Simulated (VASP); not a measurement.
All values below come from PBE GGA, VASP's PBE PAW potentials (set 64) (plane waves; VASP).

Input for VASP

KPOINTS:
```
kpoints
0
gamma
 14 14 14
0 0 0
```

INCAR:
```
SYSTEM = TiC
PREC = Accurate
ENCUT = 520
EDIFF = 1E-7
NELM = 100
ALGO = Normal
LREAL = .FALSE.
LASPH = .TRUE.
ISMEAR = 1
SIGMA = 0.1
GGA = PE
LMAXMIX = 4
LWAVE = .FALSE.
LCHARG = .FALSE.
ISIF = 2
```

POSCAR:
```
TiC
1
    0.0000000000     2.1885655741     2.1885655741
    2.1885655741     0.0000000000     2.1885655741
    2.1885655741     2.1885655741     0.0000000000
Ti C
1 1
Direct
  0.0000000000   0.0000000000   0.0000000000
  0.5000000000   0.5000000000   0.5000000000
```

POTCAR, in this order: Ti_sv C (PBE.64 set). Program: vasp_std.

What VASP printed:

### OSZICAR
```
       N       E                     dE             d eps       ncg     rms          rms(c)
DAV:   1     0.117011611480E+03    0.11701E+03   -0.83978E+03  2500   0.158E+03
DAV:   2    -0.145297225924E+02   -0.13154E+03   -0.12565E+03  2588   0.385E+02
DAV:   3    -0.239436560354E+02   -0.94139E+01   -0.90766E+01  3368   0.971E+01
DAV:   4    -0.243797223032E+02   -0.43607E+00   -0.43543E+00  3252   0.198E+01
DAV:   5    -0.243928872331E+02   -0.13165E-01   -0.13164E-01  3388   0.313E+00    0.181E+01
DAV:   6    -0.194583326320E+02    0.49346E+01   -0.33404E+01  3008   0.701E+01    0.747E+00
DAV:   7    -0.187495482917E+02    0.70878E+00   -0.53408E+00  3156   0.291E+01    0.471E+00
DAV:   8    -0.187118031783E+02    0.37745E-01   -0.12688E-01  2644   0.454E+00    0.324E+00
DAV:   9    -0.187017092702E+02    0.10094E-01   -0.22307E-01  2844   0.609E+00    0.857E-01
DAV:  10    -0.186983393506E+02    0.33699E-02   -0.17749E-02  3572   0.182E+00    0.663E-01
DAV:  11    -0.186958527835E+02    0.24866E-02   -0.95515E-03  2752   0.152E+00    0.136E-01
DAV:  12    -0.186958435176E+02    0.92659E-05   -0.41792E-04  2920   0.251E-01    0.429E-02
DAV:  13    -0.186958323872E+02    0.11130E-04   -0.23264E-05  2940   0.437E-02    0.162E-02
DAV:  14    -0.186958301392E+02    0.22480E-05   -0.49967E-06  3356   0.303E-02    0.292E-03
DAV:  15    -0.186958302041E+02   -0.64967E-07   -0.10642E-07  1920   0.456E-03
   1 F= -.18695830E+02 E0= -.18695866E+02  d E =0.107647E-03
```

File OUTCAR:
```
------------------------ aborting loop because EDIFF is reached ----------------------------------------
  FORCE on cell =-STRESS in cart. coord.  units (eV):
  Direction    XX          YY          ZZ          XY          YZ          ZX
  --------------------------------------------------------------------------------------
  Total       -0.9101924     -0.9101924     -0.9101924      0.0000000      0.0000000     -0.0000000
  in kB      -69.5560827    -69.5560827    -69.5560827      0.0000000      0.0000000     -0.0000000
  external PRESSURE =     -69.5560827 kB  Pullay stress =       0.0000000 kB
  volume of cell :       20.97
      direct lattice vectors                 reciprocal lattice vectors
     0.000000000  2.188565574  2.188565574    -0.228460141  0.228460141  0.228460141
     2.188565574  0.000000000  2.188565574     0.228460141 -0.228460141  0.228460141
     2.188565574  2.188565574  0.000000000     0.228460141  0.228460141 -0.228460141
 POSITION                                       TOTAL-FORCE (eV/Angst)
 -----------------------------------------------------------------------------------
      0.00000      0.00000      0.00000        -0.000000      0.000000     -0.000000
      2.18857      2.18857      2.18857         0.000000     -0.000000      0.000000
 -----------------------------------------------------------------------------------
    total drift:                                0.000000     -0.000000     -0.000000
  FREE ENERGIE OF THE ION-ELECTRON SYSTEM (eV)
  ---------------------------------------------------
  free  energy   TOTEN  =       -18.6958302041 eV

  energy  without entropy=      -18.6959378511  energy(sigma->0) =      -18.69586609
```
(Selected blocks of OUTCAR.)

The compound is TiC in the rock salt structure. This cell is one point of a volume scan, at 1.03 of the reference volume.
